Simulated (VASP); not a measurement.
Runs of VASP 6.6.1 on As. The cell holds a sheet with vacuum, 2 atoms: a = 3.563 Å, b = 3.563 Å, c = 17.400 Å, α = 90.00°, β = 90.00°, γ = 120.00°. The cell was built by a generator and needn't be a form met in nature.

| task | level | spin | cell | k mesh | cutoff (eV) | dipole correction | grid for exact exchange (PRECFOCK) | screening parameter | gap on the mesh (eV) | largest force (eV/Å) |
| --- | --- | --- | --- | --- | --- | --- | --- | --- | --- | --- |
| work function | PBEsol | off | P-3m1, 95.66 Å³/atom | 12 × 12 × 1 | 520 | yes | - | - | 1.57 | 0.20 |
| work function | PBEsol | non-collinear, zero start, SOC | P-3m1, 95.66 Å³/atom | 12 × 12 × 1 | 520 | yes | - | - | - | 0.20 |
| relaxation of cell and atoms | r2SCAN+rVV10 | off | relaxed | 12 × 12 × 1 | 600 | no | - | - | 1.92 | - |
| work function | HSE06 | off | P-3m1, 95.66 Å³/atom | 6 × 6 × 1 | 520 | yes | Fast | 0.2 1/A | 2.27 | (a) |

Alike in all rows: potentials or basis VASP PAW PBE potentials, release 64 (As); smearing gaussian 0.03 eV.

Estimate the missing entries.

(a) 0.17.

Caveats: the PAW data sets were made with another functional, which shifts forces and pressure a little.

A k mesh can miss the band edges, and rows without SOC leave out spin-orbit coupling on As.

Runs at the PBE level aren't shown here.
